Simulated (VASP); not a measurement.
Method: PBE GGA, VASP's PBE PAW potentials (set 64) (plane waves; VASP).

The input files of a VASP run:

File POSCAR:
```
BeMg3Te4
1
    6.2970847389     0.0000000000     0.0000000000
    0.0000000000     6.2970847389     0.0000000000
    0.0000000000     0.0000000000     6.2970847389
Mg Te Be
3 4 1
Direct
  1.0000000000   1.0000000000   1.0000000000
  0.5000000000   0.5000000000   1.0000000000
  0.5000000000   0.0000000000   0.5000000000
  0.2296237714   0.2703762286   0.2703762286
  0.7703762286   0.7296237714   0.2703762286
  0.7703762286   0.2703762286   0.7296237714
  0.2296237714   0.7296237714   0.7296237714
  1.0000000000   0.5000000000   0.5000000000
```

File KPOINTS:
```
Automatic mesh
0
Gamma
4 4 4
0 0 0
```

### INCAR
```
ALGO = Normal
EDIFF = 1E-6
ENCUT = 400
GGA = PE
ISMEAR = 0
LASPH = .TRUE.
LCHARG = .FALSE.
LMAXMIX = 4
LREAL = .FALSE.
LWAVE = .TRUE.
NELM = 100
PREC = Accurate
SIGMA = 0.05
SYSTEM = BeMg3Te4
```

POTCAR, in this order: Mg Te Be (PBE.64 set). Program: vasp_std.

The run wrote:

OSZICAR:
```
       N       E                     dE             d eps       ncg     rms          rms(c)
DAV:   1     0.118149047200E+03    0.11815E+03   -0.94423E+03   420   0.947E+02
DAV:   2    -0.172995514241E+02   -0.13545E+03   -0.13066E+03   608   0.151E+02
DAV:   3    -0.269912370563E+02   -0.96917E+01   -0.96601E+01   515   0.459E+01
DAV:   4    -0.272296281495E+02   -0.23839E+00   -0.23826E+00   571   0.867E+00
DAV:   5    -0.272341640332E+02   -0.45359E-02   -0.45357E-02   532   0.122E+00    0.614E+00
DAV:   6    -0.266052949608E+02    0.62887E+00   -0.10225E+00   495   0.395E+00    0.410E+00
DAV:   7    -0.265118434381E+02    0.93452E-01   -0.63421E-01   515   0.320E+00    0.178E+00
DAV:   8    -0.265217143018E+02   -0.98709E-02   -0.33725E-02   480   0.100E+00    0.509E-01
DAV:   9    -0.265237617691E+02   -0.20475E-02   -0.41948E-03   515   0.345E-01    0.129E-01
DAV:  10    -0.265243107201E+02   -0.54895E-03   -0.12496E-03   490   0.154E-01    0.555E-02
DAV:  11    -0.265243797175E+02   -0.68997E-04   -0.13346E-04   505   0.587E-02    0.260E-02
DAV:  12    -0.265243976279E+02   -0.17910E-04   -0.54657E-05   485   0.332E-02    0.116E-02
DAV:  13    -0.265244013716E+02   -0.37437E-05   -0.67114E-06   507   0.124E-02    0.221E-03
DAV:  14    -0.265244018695E+02   -0.49790E-06   -0.35686E-07   320   0.330E-03
   1 F= -.26524402E+02 E0= -.26524402E+02  d E =-.324331E-12
```

File OUTCAR:
```
------------------------ aborting loop because EDIFF is reached ----------------------------------------
  FORCE on cell =-STRESS in cart. coord.  units (eV):
  Direction    XX          YY          ZZ          XY          YZ          ZX
  --------------------------------------------------------------------------------------
  Total        0.0193941      0.0193941      0.0193941      0.0000000      0.0000000     -0.0000000
  in kB        0.1244402      0.1244402      0.1244402      0.0000000      0.0000000     -0.0000000
  external PRESSURE =       0.1244402 kB  Pullay stress =       0.0000000 kB
  volume of cell :      249.70
      direct lattice vectors                 reciprocal lattice vectors
     6.297084739  0.000000000  0.000000000     0.158803644  0.000000000  0.000000000
     0.000000000  6.297084739  0.000000000     0.000000000  0.158803644  0.000000000
     0.000000000  0.000000000  6.297084739     0.000000000  0.000000000  0.158803644
 POSITION                                       TOTAL-FORCE (eV/Angst)
 -----------------------------------------------------------------------------------
      0.00000      0.00000      0.00000         0.000000     -0.000000      0.000000
      3.14854      3.14854      0.00000         0.000000     -0.000000      0.000000
      3.14854      0.00000      3.14854         0.000000     -0.000000      0.000000
      1.44596      1.70258      1.70258         0.008214     -0.008214     -0.008214
      4.85112      4.59450      1.70258        -0.008214      0.008214     -0.008214
      4.85112      1.70258      4.59450        -0.008214     -0.008214      0.008214
      1.44596      4.59450      4.59450         0.008214      0.008214      0.008214
      0.00000      3.14854      3.14854         0.000000     -0.000000      0.000000
 -----------------------------------------------------------------------------------
    total drift:                               -0.000000     -0.000000     -0.000000
  FREE ENERGIE OF THE ION-ELECTRON SYSTEM (eV)
  ---------------------------------------------------
  free  energy   TOTEN  =       -26.5244018695 eV

  energy  without entropy=      -26.5244018695  energy(sigma->0) =      -26.52440187
```
(Selected blocks of OUTCAR.)

The structure was generated: BeMg3Te4 was put into an ordered model structure (P-43m), which need not be its known phase. It was relaxed first.
